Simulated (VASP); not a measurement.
A convergence study with VASP on InAs (zinc blende): a few settings are varied, all else stays as given below, so the limit is that of these other settings.

```
CELL_PARAMETERS angstrom
      0.00000     3.03000     3.03000
      3.03000     0.00000     3.03000
      3.03000     3.03000     0.00000
ATOMIC_POSITIONS crystal
  In 0.00000 0.00000 0.00000
  As 0.25000 0.25000 0.25000
```

These are HSE06 screened hybrid, VASP's PBE PAW potentials (set 64) (plane waves; VASP) values and carry that method's errors. The last row used: 520 eV cut-off, 4×4×4 Γ-centred mesh, Gaussian smearing of 0.050 eV, potentials In_d As.

Gaps are read on the run's mesh, which can miss a band edge.

```json
[
 {"setting": "ENCUT = 300, PRECFOCK = Fast", "E (eV/atom)": "-4.5646", "pressure (GPa)": "1.18", "gap on the mesh (eV)": "0.557", "electronic steps": "21"},
 {"setting": "ENCUT = 400, PRECFOCK = Fast", "E (eV/atom)": "-4.5668", "pressure (GPa)": "1.43", "gap on the mesh (eV)": "0.560", "electronic steps": "21"},
 {"setting": "ENCUT = 520, PRECFOCK = Fast", "E (eV/atom)": "-4.5669", "pressure (GPa)": "1.46", "gap on the mesh (eV)": "0.560", "electronic steps": "21"},
 {"setting": "ENCUT = 300, PRECFOCK = Normal", "E (eV/atom)": "-4.5648", "pressure (GPa)": "1.20", "gap on the mesh (eV)": "0.557", "electronic steps": "21"},
 {"setting": "ENCUT = 400, PRECFOCK = Normal", "E (eV/atom)": "-4.5666", "pressure (GPa)": "1.42", "gap on the mesh (eV)": "0.559", "electronic steps": "21"},
 {"setting": "ENCUT = 520, PRECFOCK = Normal", "E (eV/atom)": "-4.5667", "pressure (GPa)": "1.45", "gap on the mesh (eV)": "0.560", "electronic steps": "21"},
 {"setting": "ENCUT = 300, PRECFOCK = Accurate", "E (eV/atom)": "-4.5648", "pressure (GPa)": "1.20", "gap on the mesh (eV)": "0.557", "electronic steps": "21"},
 {"setting": "ENCUT = 400, PRECFOCK = Accurate", "E (eV/atom)": "-4.5666", "pressure (GPa)": "1.42", "gap on the mesh (eV)": "0.559", "electronic steps": "21"},
 {"setting": "ENCUT = 520, PRECFOCK = Accurate", "E (eV/atom)": "-4.5667", "pressure (GPa)": "1.45", "gap on the mesh (eV)": "0.560", "electronic steps": "21"}
]
```

Left out are rungs that failed or repeat a setting and relaxations that didn't move; long series are thinned to 24 rows.

The compound is InAs in the zinc blende structure. The cell was not relaxed at this level.
